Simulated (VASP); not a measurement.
Crystal: Nb3B5.

```
CELL_PARAMETERS angstrom
3.16162 -3.56926 0.00000
3.16162 3.56926 0.00000
0.00000 0.00000 3.59318
ATOMIC_POSITIONS crystal
Nb 0.50000 0.50000 0.00000
Nb 0.77874 0.22126 0.50000
Nb 0.22126 0.77874 0.50000
B 0.00000 0.00000 0.00000
B 0.00000 0.50000 0.00000
B 0.50000 0.00000 0.00000
B 0.27589 0.27589 0.50000
B 0.72411 0.72411 0.50000
```

The cell was built by a generator and needn't be a form met in nature.

* Program: VASP 6.6.1
* Task: relaxation of cell and atoms
* Functional: PBE
* Potentials or basis: VASP PAW PBE potentials, release 64 (Nb_sv, B)
* Cutoff: 520 eV
* k mesh: 4 × 4 × 5
* Occupations: gaussian, width 0.15 eV
* Spin: no spin polarisation

At the start: pressure 15.0 GPa; volume 10.14 Å³/atom.

How do energy, volume and symmetry change on relaxing?

Over 7 steps the energy falls by 155.1 meV/atom and the volume is 10.78 Å³/atom (+6.4 %); space group Cmmm (No. 65, to 0.05 Å).

Step by step:
```csv
step,energy change (eV),largest force (eV/Å),pressure (GPa),volume (Å³)
1,0.0000,2.7762,15.03,81.10
2,-0.6628,0.5707,-14.48,92.66
3,-0.7850,0.5986,-7.91,89.13
4,-1.2031,0.9284,-0.08,86.49
5,-1.2043,0.8040,-0.47,86.62
6,-1.2371,0.2124,0.46,86.17
7,-1.2410,0.0660,0.22,86.28
```

Final structure:
```cif
data_structure
_symmetry_space_group_name_H-M 'P 1'
_symmetry_Int_Tables_number 1
_cell_length_a 5.0891
_cell_length_b 5.0891
_cell_length_c 3.3551
_cell_angle_alpha 90.000
_cell_angle_beta 90.000
_cell_angle_gamma 96.828
_cell_volume 86.28
loop_
_atom_site_label
_atom_site_type_symbol
_atom_site_fract_x
_atom_site_fract_y
_atom_site_fract_z
_atom_site_occupancy
Nb1 Nb 0.50000 0.50000 0.00000 1
Nb2 Nb 0.79820 0.20180 0.50000 1
Nb3 Nb 0.20180 0.79820 0.50000 1
B1 B 0.00000 0.00000 0.00000 1
B2 B 0.00000 0.50000 0.00000 1
B3 B 0.50000 0.00000 0.00000 1
B4 B 0.27075 0.27075 0.50000 1
B5 B 0.72925 0.72925 0.50000 1
```
